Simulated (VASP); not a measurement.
Input:

```
CELL_PARAMETERS angstrom
      0.00000     2.88550     2.88550
      2.88550     0.00000     2.88550
      2.88550     2.88550     0.00000
ATOMIC_POSITIONS crystal
  Pb 0.00000 0.00000 0.00000
  F  0.25000 0.25000 0.25000
  F  0.75000 0.75000 0.75000
```

Method: PBE GGA, VASP's PBE PAW potentials (set 64) (plane waves; VASP 6.6.1). Run with 600 eV cut-off, 6×6×6 Γ-centred mesh, Gaussian smearing of 0.050 eV, potentials Pb_d F.

Question: What does the run give for the energy per atom (σ→0), pressure?

Answer: 
```
Property                        Value
---------------------  --------------
energy per atom (σ→0)  -4.726 eV/atom
pressure                    10.05 GPa
```

The compound is PbF2 in the fluorite structure, the β form. It was relaxed first under an external pressure of 10 GPa.
